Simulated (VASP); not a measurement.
Output of a VASP run:

### OSZICAR
```
       N       E                     dE             d eps       ncg     rms          rms(c)
DAV:   1     0.890325844245E+02    0.89033E+02   -0.77776E+03   440   0.101E+03
DAV:   2    -0.218786188151E+01   -0.91220E+02   -0.87327E+02   481   0.261E+02
DAV:   3    -0.585688302310E+01   -0.36690E+01   -0.36571E+01   476   0.541E+01
DAV:   4    -0.587525773932E+01   -0.18375E-01   -0.18373E-01   476   0.370E+00
DAV:   5    -0.587536746634E+01   -0.10973E-03   -0.10973E-03   456   0.266E-01    0.597E+00
DAV:   6    -0.551065004892E+01    0.36472E+00   -0.68419E-01   552   0.105E+01    0.471E+00
DAV:   7    -0.548928685105E+01    0.21363E-01   -0.15970E-01   446   0.301E+00    0.206E+00
DAV:   8    -0.549006712015E+01   -0.78027E-03   -0.14164E-02   436   0.175E+00    0.240E-01
DAV:   9    -0.549022786512E+01   -0.16074E-03   -0.19500E-03   481   0.642E-01    0.486E-02
DAV:  10    -0.549030091106E+01   -0.73046E-04   -0.21950E-04   436   0.213E-01    0.459E-02
DAV:  11    -0.549035061626E+01   -0.49705E-04   -0.87134E-05   421   0.721E-02    0.148E-02
DAV:  12    -0.549034957222E+01    0.10440E-05   -0.66237E-06   491   0.372E-02    0.482E-03
DAV:  13    -0.549035029079E+01   -0.71857E-06   -0.23684E-06   397   0.115E-02
   1 F= -.54903503E+01 E0= -.54903503E+01  d E =-.974348E-14
```

**OUTCAR**
```
------------------------ aborting loop because EDIFF is reached ----------------------------------------
  FORCE on cell =-STRESS in cart. coord.  units (eV):
  Direction    XX          YY          ZZ          XY          YZ          ZX
  --------------------------------------------------------------------------------------
  Total        0.1671619      0.1671619      0.1671619     -0.0000000     -0.0000000     -0.0000000
  in kB        4.5587012      4.5587012      4.5587012     -0.0000000     -0.0000000     -0.0000000
  external PRESSURE =       4.5587012 kB  Pullay stress =       0.0000000 kB
  volume of cell :       58.75
      direct lattice vectors                 reciprocal lattice vectors
     0.000000000  3.085500000  3.085500000    -0.162048290  0.162048290  0.162048290
     3.085500000  0.000000000  3.085500000     0.162048290 -0.162048290  0.162048290
     3.085500000  3.085500000  0.000000000     0.162048290  0.162048290 -0.162048290
  FREE ENERGIE OF THE ION-ELECTRON SYSTEM (eV)
  ---------------------------------------------------
  free  energy   TOTEN  =        -5.4903502908 eV

  energy  without entropy=       -5.4903502908  energy(sigma->0) =       -5.49035029
```
(Selected blocks of OUTCAR.)

**POSCAR**
```
CdSe
1
    0.0000000000     3.0855000000     3.0855000000
    3.0855000000     0.0000000000     3.0855000000
    3.0855000000     3.0855000000     0.0000000000
Cd Se
1 1
Direct
  0.0000000000   0.0000000000   0.0000000000
  0.2500000000   0.2500000000   0.2500000000
```

**Question.** Reconstruct the remaining input files.

**Answer.** This is not unique; one that fits is the input of the run itself, PBE GGA, plane waves, VASP's PBE PAW potentials (set 64).

**KPOINTS**
```
Automatic mesh
0
Gamma
6 6 6
0 0 0
```

**INCAR**
```
# general
SYSTEM   =  CdSe
PREC     =  Accurate
ENCUT    =  400
LREAL    =  F   # projection in real space or not
LASPH    =  T   # aspherical one-centre terms

# electronic loop
EDIFF    =  1E-6   # SCF stop (eV)
NELM     =  100   # most electronic steps
ALGO     =  Normal
LMAXMIX  =  4   # l cut-off of mixed one-centre charges

# smearing
ISMEAR   =  0
SIGMA    =  0.05   # width (eV)

# functional
GGA      =  PE   # PBE

# ions
ISIF     =  2   # forces and stress, cell fixed

# output
LWAVE    =  F
LCHARG   =  F
```

POTCAR, in this order: Cd Se (PBE.64 set). Program: vasp_std.

The compound is CdSe in the zinc blende structure, whereas wurtzite is the usual form. The cell was not relaxed at this level.
